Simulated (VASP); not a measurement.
OSZICAR of a VASP run on GaAs (zinc blende):

File OSZICAR:
```
       N       E                     dE             d eps       ncg     rms          rms(c)
DAV:   1     0.787032582212E+02    0.78703E+02   -0.92464E+03   762   0.185E+03
DAV:   2    -0.308979369639E+01   -0.81793E+02   -0.78853E+02   824   0.322E+02
DAV:   3    -0.918531289899E+01   -0.60955E+01   -0.60656E+01   959   0.742E+01
DAV:   4    -0.928530090825E+01   -0.99988E-01   -0.99955E-01   836   0.105E+01
DAV:   5    -0.928721805568E+01   -0.19171E-02   -0.19170E-02   942   0.128E+00    0.294E+00
DAV:   6    -0.912134799251E+01    0.16587E+00   -0.27664E-01  1190   0.113E+01    0.174E+00
DAV:   7    -0.908899599168E+01    0.32352E-01   -0.68651E-02  1122   0.247E+00    0.537E-01
DAV:   8    -0.908712196730E+01    0.18740E-02   -0.97236E-03   899   0.137E+00    0.988E-02
DAV:   9    -0.908728867396E+01   -0.16671E-03   -0.78084E-04   917   0.395E-01    0.447E-02
DAV:  10    -0.908731658667E+01   -0.27913E-04   -0.55396E-05  1074   0.820E-02    0.240E-02
DAV:  11    -0.908733733788E+01   -0.20751E-04   -0.26203E-05   849   0.579E-02    0.214E-03
DAV:  12    -0.908733739855E+01   -0.60668E-07   -0.76791E-07   612   0.157E-02
   1 F= -.90873374E+01 E0= -.90873374E+01  d E =-.908734E+01
       N       E                     dE             d eps       ncg     rms          rms(c)
DAV:   1    -0.909005007511E+01   -0.27127E-02   -0.35751E-02   974   0.389E+00    0.295E-01
DAV:   2    -0.908799046771E+01    0.20596E-02   -0.37888E-03   939   0.147E+00    0.135E-01
DAV:   3    -0.908746973631E+01    0.52073E-03   -0.65571E-04   989   0.529E-01    0.295E-02
DAV:   4    -0.908742108142E+01    0.48655E-04   -0.59126E-05   865   0.122E-01    0.100E-02
DAV:   5    -0.908741407927E+01    0.70021E-05   -0.39759E-06   829   0.301E-02    0.252E-03
DAV:   6    -0.908741386292E+01    0.21636E-06   -0.39564E-07   397   0.108E-02
   2 F= -.90874139E+01 E0= -.90874139E+01  d E =-.764644E-04
```

Task: Which electronic solver shows in the log?

Result: It is blocked Davidson (ALGO = Normal, or the opening steps of other solvers). The INCAR had ALGO = Normal.

Task: Can the final energy be trusted as converged?

Result: The run converged. It stopped with EDIFF = 1E-6, NELM = 100, NSW = 40 and EDIFFG = -0.02 after 2 ionic steps (PBEsol GGA, plane waves, VASP's PBE PAW potentials (set 64)).

The compound is GaAs in the zinc blende structure. This run relaxes it. Symmetry was kept, so distortions that lower it aren't found.
